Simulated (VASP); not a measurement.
These are vdW-DF-cx, VASP's PBE PAW potentials (set 64) (plane waves; VASP 6.6.1) values and carry that method's errors.

The input files of a VASP run:

INCAR:
```
! general
SYSTEM   = Sr
PREC     = Accurate
ENCUT    = 520   ! plane-wave cut-off (eV)
LREAL    = F   ! projection in real space or not
LASPH    = T   ! aspherical one-centre terms

! electronic loop
EDIFF    = 1E-7
NELM     = 100
ALGO     = Normal
LMAXMIX  = 4

! smearing
ISMEAR   = 0   ! Gaussian
SIGMA    = 0.05

! functional
GGA      = CX
LUSE_VDW = T
AGGAC    = 0.0

! ions
ISIF     = 2

! output
LWAVE    = F
LCHARG   = F
```

**POSCAR**
```
Sr
1
    0.0000000000     2.9599106682     2.9599106682
    2.9599106682     0.0000000000     2.9599106682
    2.9599106682     2.9599106682     0.0000000000
Sr
1
Direct
  1.0000000000   0.0000000000   1.0000000000
```

### KPOINTS
```
Automatic mesh
0
Gamma
8 8 8
0 0 0
```

POTCAR, in this order: Sr_sv (PBE.64 set). Program: vasp_std.

The run wrote:

### OUTCAR
```
 ion  position               nearest neighbor table
   1  0.000  0.000  0.000-
  LATTYP: Found a face centered cubic cell.
 ALAT       =     5.9198213364
 Subroutine PRICEL returns:
 Original cell was already a primitive cell.
 Subroutine GETGRP returns: Found 48 space group operations
The static configuration has the point symmetry O_h .
The dynamic configuration has the point symmetry O_h .
 Subroutine INISYM returns: Found 48 space group operations
 Subroutine IBZKPT returns following result:
 Found     29 irreducible k-points:

 Following reciprocal coordinates:
            Coordinates               Weight
  0.000000  0.000000  0.000000      1.000000
  0.125000  0.000000  0.000000      8.000000
  0.250000  0.000000  0.000000      8.000000
  0.375000  0.000000  0.000000      8.000000
  0.500000  0.000000  0.000000      4.000000
  0.125000  0.125000  0.000000      6.000000
  0.250000  0.125000  0.000000     24.000000
  0.375000  0.125000  0.000000     24.000000
  0.500000  0.125000  0.000000     24.000000
 -0.375000  0.125000  0.000000     24.000000
...
```

File OSZICAR:
```
       N       E                     dE             d eps       ncg     rms          rms(c)
DAV:   1     0.379507686513E+02    0.37951E+02   -0.48943E+03   522   0.964E+02
DAV:   2     0.193925741861E+01   -0.36012E+02   -0.35697E+02   590   0.166E+02
DAV:   3     0.581185796133E+00   -0.13581E+01   -0.13533E+01   787   0.268E+01
DAV:   4     0.547026782461E+00   -0.34159E-01   -0.34152E-01   764   0.400E+00
DAV:   5     0.546358061877E+00   -0.66872E-03   -0.66867E-03   801   0.329E-01    0.121E+01
DAV:   6     0.546714519611E+00    0.35646E-03   -0.66252E-03   676   0.106E+00    0.678E+00
DAV:   7     0.546073929409E+00   -0.64059E-03   -0.12217E-02   572   0.139E+00    0.293E-01
DAV:   8     0.545871308425E+00   -0.20262E-03   -0.20950E-03   806   0.279E-01    0.156E-01
DAV:   9     0.545854998901E+00   -0.16310E-04   -0.27371E-05   701   0.572E-02    0.418E-02
DAV:  10     0.545833667075E+00   -0.21332E-04   -0.26263E-05   577   0.453E-02    0.576E-02
DAV:  11     0.545834204642E+00    0.53757E-06   -0.10331E-06   690   0.111E-02    0.164E-02
DAV:  12     0.545834717934E+00    0.51329E-06   -0.55016E-07   664   0.627E-03    0.757E-03
DAV:  13     0.545834606399E+00   -0.11153E-06   -0.33818E-08   326   0.201E-03    0.431E-04
DAV:  14     0.545834595829E+00   -0.10570E-07   -0.75571E-09   332   0.632E-04
   1 F= 0.54583460E+00 E0= 0.54638904E+00  d E =-.110888E-02
```

**OUTCAR**
```
------------------------ aborting loop because EDIFF is reached ----------------------------------------
  FORCE on cell =-STRESS in cart. coord.  units (eV):
  Direction    XX          YY          ZZ          XY          YZ          ZX
  --------------------------------------------------------------------------------------
  Total        0.0091107      0.0091107      0.0091107      0.0000000      0.0000000      0.0000000
  in kB        0.2814481      0.2814481      0.2814481      0.0000000      0.0000000      0.0000000
  external PRESSURE =       0.2814481 kB  Pullay stress =       0.0000000 kB
  volume of cell :       51.86
      direct lattice vectors                 reciprocal lattice vectors
     0.000000000  2.959910668  2.959910668    -0.168924017  0.168924017  0.168924017
     2.959910668  0.000000000  2.959910668     0.168924017 -0.168924017  0.168924017
     2.959910668  2.959910668  0.000000000     0.168924017  0.168924017 -0.168924017
 POSITION                                       TOTAL-FORCE (eV/Angst)
 -----------------------------------------------------------------------------------
      0.00000      0.00000      0.00000        -0.000000     -0.000000     -0.000000
 -----------------------------------------------------------------------------------
    total drift:                                0.000000      0.000000     -0.000000
  FREE ENERGIE OF THE ION-ELECTRON SYSTEM (eV)
  ---------------------------------------------------
  free  energy   TOTEN  =         0.5458345958 eV

  energy  without entropy=        0.5469434782  energy(sigma->0) =        0.54638904
```
(Selected blocks of OUTCAR.)

**OUTCAR**
```
 val. band max:        1.5883320659   @ k =  -0.3750   0.3750   0.0000

 cond. band min:       1.7501518393   @ k =  -0.2500   0.5000   0.2500


 Fermi energy:         1.7388286955

 k-point     1 :       0.0000    0.0000    0.0000
  band No.  band energies     occupation
      1     -34.7261      2.00000
      2     -16.6126      2.00000
      3     -16.6126      2.00000
      4     -16.6126      2.00000
      5      -2.0127      2.00000
      6       4.1437      0.00000
      7       4.1437      0.00000
      8       4.1437      0.00000
      9       5.7025      0.00000

 k-point     2 :       0.1250    0.0000    0.0000
  band No.  band energies     occupation
      1     -34.7234      2.00000
      2     -16.6492      2.00000
      3     -16.6175      2.00000
      4     -16.6175      2.00000
      5      -1.7488      2.00000
      6       3.7586      0.00000
      7       4.2572      0.00000
      8       4.2572      0.00000
      9       5.5572      0.00000

 k-point     3 :       0.2500    0.0000    0.0000
  band No.  band energies     occupation
      1     -34.7168      2.00000
      2     -16.7360      2.00000
      3     -16.6291      2.00000
      4     -16.6291      2.00000
      5      -1.0212      2.00000
      6       3.0174      0.00000
      7       4.3007      0.00000
      8       4.3007      0.00000
      9       5.6439      0.00000

 k-point     4 :       0.3750    0.0000    0.0000
  band No.  band energies     occupation
      1     -34.7103      2.00000
      2     -16.8206      2.00000
      3     -16.6406      2.00000
      4     -16.6406      2.00000
      5      -0.0472      2.00000
      6       2.3057      0.00000
      7       4.0800      0.00000
      8       4.0800      0.00000
      9       6.3324      0.00000

 k-point     5 :       0.5000    0.0000    0.0000
  band No.  band energies     occupation
      1     -34.7076      2.00000
      2     -16.8551      2.00000
      3     -16.6454      2.00000
...
```

The compound is Sr in the fcc structure. It was relaxed first, which changed the volume by -8 %.
